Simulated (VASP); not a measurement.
Runs of VASP 6.6.1 on Tl3Ga3W. It takes space group Pm-3m (No. 221, cubic). The conventional cell has a = 5.614 Å, b = 5.614 Å, c = 5.614 Å, α = 90.00°, β = 90.00°, γ = 90.00°. Around Tl (site symmetry 4/mmm) lie 4 Ga at 2.81 Å. Ga (site symmetry 4/mmm) is surrounded by 4 Tl at 2.81 Å and 2 W at 2.81 Å. Around W (site symmetry m-3m) lie 6 Ga at 2.81 Å. The cell was built by a generator and needn't be a form met in nature.

```tsv
task	level	potentials or basis	U	cell	cutoff (eV)	smearing	gap on the mesh (eV)	pressure (GPa)
single point	PBE	VASP PAW PBE potentials, release 64 (Tl_d, Ga_d, W_sv)	-	as given	520	fermi-dirac 0.05 eV	none	0.1
electron localisation function	LDA+U	VASP PAW LDA potentials, release 64 (Tl_d, Ga_d, W_sv)	W d U = 3.5 eV	as given	520	methfessel-paxton 0.1 eV	none	(a)
relaxation of the atoms	RPBE	VASP PAW PBE potentials, release 64 (Tl_d, Ga_d, W_sv)	-	atoms relaxed	520	methfessel-paxton 0.1 eV	none	2.0
relaxation of cell and atoms	PBE	VASP PAW PBE potentials, release 64 (Tl_d, Ga_d, W_sv)	-	relaxed	600	methfessel-paxton 0.1 eV	none	0.0
```

Alike in all rows: no spin polarisation; k mesh 5 × 5 × 5.

Fill in the values left out.

(a) -4.8.

Caveats: U without spin polarisation on a metal has little footing (some runs); the U is typed as a test and isn't derived for this compound (some runs); the PAW data sets were made with another functional, which shifts forces and pressure a little (some runs).

A k mesh can miss the band edges, and the runs leave out spin-orbit coupling on Ga, Tl, W.

A gap of «none» marks a metal or a gap under the smearing width.

Not every run made on this cell is shown here.
